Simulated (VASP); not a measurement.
Level of theory: PBE GGA, VASP's PBE PAW potentials (set 64) (plane waves; VASP).

The input files of a VASP run:

### INCAR
```
PREC  =  Accurate
LMAXMIX  =  4
ENCUT  =  520   ! plane-wave cut-off (eV)
SIGMA  =  0.05
ALGO  =  Normal   ! blocked Davidson
LWAVE  =  .FALSE.
SYSTEM  =  SrO
ISMEAR  =  0
LREAL  =  .FALSE.
NELM  =  100   ! most electronic steps
LASPH  =  .TRUE.   ! aspherical one-centre terms
ISIF  =  2
LCHARG  =  .FALSE.
GGA  =  PE   ! PBE
EDIFF  =  1E-6   ! SCF stop (eV)
```

### KPOINTS
```
Regular mesh
0
Gamma
 7 7 7
0 0 0
```

File POSCAR:
```
SrO
1.0
  0.0000000000   2.5800000000   2.5800000000
  2.5800000000   0.0000000000   2.5800000000
  2.5800000000   2.5800000000   0.0000000000
Sr O
1 1
Cartesian
  0.0000000000   0.0000000000   0.0000000000
  2.5800000000   2.5800000000   2.5800000000
```

POTCAR, in this order: Sr_sv O (PBE.64 set). Program: vasp_std.

What VASP printed:

**OSZICAR**
```
       N       E                     dE             d eps       ncg     rms          rms(c)
DAV:   1     0.753113199046E+02    0.75311E+02   -0.86359E+03   480   0.130E+03
DAV:   2    -0.103213633254E+02   -0.85633E+02   -0.79049E+02   584   0.250E+02
DAV:   3    -0.141464356118E+02   -0.38251E+01   -0.37987E+01   656   0.516E+01
DAV:   4    -0.142444751772E+02   -0.98040E-01   -0.98019E-01   640   0.766E+00
DAV:   5    -0.142491508550E+02   -0.46757E-02   -0.46756E-02   672   0.113E+00    0.165E+01
DAV:   6    -0.121627222321E+02    0.20864E+01   -0.10414E+01   552   0.242E+01    0.198E+01
DAV:   7    -0.120541743333E+02    0.10855E+00   -0.60309E-01   596   0.680E+00    0.113E+01
DAV:   8    -0.120470739280E+02    0.71004E-02   -0.14507E-01   496   0.419E+00    0.808E-01
DAV:   9    -0.120471596933E+02   -0.85765E-04   -0.15526E-02   632   0.106E+00    0.217E-01
DAV:  10    -0.120478812168E+02   -0.72152E-03   -0.13643E-03   500   0.380E-01    0.502E-02
DAV:  11    -0.120479875145E+02   -0.10630E-03   -0.25135E-04   588   0.136E-01    0.428E-02
DAV:  12    -0.120479995036E+02   -0.11989E-04   -0.33284E-05   524   0.594E-02    0.184E-02
DAV:  13    -0.120479985403E+02    0.96327E-06   -0.60012E-06   572   0.268E-02
   1 F= -.12047999E+02 E0= -.12047999E+02  d E =-.129419E-10
```

OUTCAR:
```
------------------------ aborting loop because EDIFF is reached ----------------------------------------
  FORCE on cell =-STRESS in cart. coord.  units (eV):
  Direction    XX          YY          ZZ          XY          YZ          ZX
  --------------------------------------------------------------------------------------
  Total        0.5040581      0.5040581      0.5040581     -0.0000000     -0.0000000     -0.0000000
  in kB       23.5126777     23.5126777     23.5126777     -0.0000000     -0.0000000     -0.0000000
  external PRESSURE =      23.5126777 kB  Pullay stress =       0.0000000 kB
  volume of cell :       34.35
      direct lattice vectors                 reciprocal lattice vectors
     0.000000000  2.580000000  2.580000000    -0.193798450  0.193798450  0.193798450
     2.580000000  0.000000000  2.580000000     0.193798450 -0.193798450  0.193798450
     2.580000000  2.580000000  0.000000000     0.193798450  0.193798450 -0.193798450
  FREE ENERGIE OF THE ION-ELECTRON SYSTEM (eV)
  ---------------------------------------------------
  free  energy   TOTEN  =       -12.0479985403 eV

  energy  without entropy=      -12.0479985403  energy(sigma->0) =      -12.04799854
```
(Selected blocks of OUTCAR.)

The compound is SrO in the rock salt structure. The cell was not relaxed at this level. The run is one of a series of settings (KPOINTS 7×7×7 Γ-centred mesh against the base run), some of them coarse on purpose.
